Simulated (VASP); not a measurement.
These are PBEsol GGA, VASP's PBE PAW potentials (set 64) (plane waves; VASP) values and carry that method's errors.

The input files of a VASP run:

### INCAR
```
! general
SYSTEM   =  YB
PREC     =  Accurate
ENCUT    =  520   ! plane-wave cut-off (eV)
LREAL    =  .FALSE.   ! projection in real space or not
LASPH    =  .TRUE.   ! aspherical one-centre terms

! electronic loop
EDIFF    =  1E-7
NELM     =  100   ! most electronic steps
ALGO     =  Normal   ! blocked Davidson
LMAXMIX  =  4   ! l cut-off of mixed one-centre charges

! smearing
ISMEAR   =  -5   ! tetrahedra, Bloechl

! functional
GGA      =  PS   ! PBEsol

! ions
ISIF     =  2

! output
LWAVE    =  .FALSE.
LCHARG   =  .TRUE.
LORBIT   =  11   ! lm-projected
NEDOS    =  601
```

POSCAR:
```
YB
1.0
  0.0000000000   2.6480620621   2.6480620621
  2.6480620621   0.0000000000   2.6480620621
  2.6480620621   2.6480620621   0.0000000000
Y B
1 1
Cart
  2.6480620621   2.6480620621   5.2961241242
  2.6480620621   2.6480620621   2.6480620621
```

KPOINTS:
```
K-points
0
Gamma
 13 13 13
0 0 0
```

POTCAR, in this order: Y_sv B (PBE.64 set). Program: vasp_std.

### Question
Predict the energy per atom (σ→0), band gap (on the k-mesh).

### Answer

```yaml
energy per atom (σ→0): -6.614 eV/atom
band gap (on the k-mesh): none (metal, semimetal or under 0.01 eV)
```

OSZICAR:
```
...
DAV:   9    -0.132278906665E+02    0.11432E-02   -0.64304E-03  2344   0.493E-01    0.274E-01
DAV:  10    -0.132278472664E+02    0.43400E-04   -0.72818E-04  2235   0.259E-01    0.417E-02
DAV:  11    -0.132278469981E+02    0.26833E-06   -0.45745E-05  2650   0.558E-02    0.428E-02
DAV:  12    -0.132278413055E+02    0.56926E-05   -0.10692E-05  2186   0.275E-02    0.109E-02
DAV:  13    -0.132278422633E+02   -0.95779E-06   -0.50139E-07  2422   0.692E-03    0.393E-03
DAV:  14    -0.132278420756E+02    0.18775E-06   -0.21031E-08  1215   0.138E-03    0.505E-04
DAV:  15    -0.132278419990E+02    0.76560E-07   -0.57981E-09  1140   0.599E-04
   1 F= -.13227842E+02 E0= -.13227842E+02  d E =0.000000E+00
```

The structure was generated: YB was put into the rock salt type (Fm-3m), which need not be its known phase. It was relaxed first, which changed the volume by -28 %.
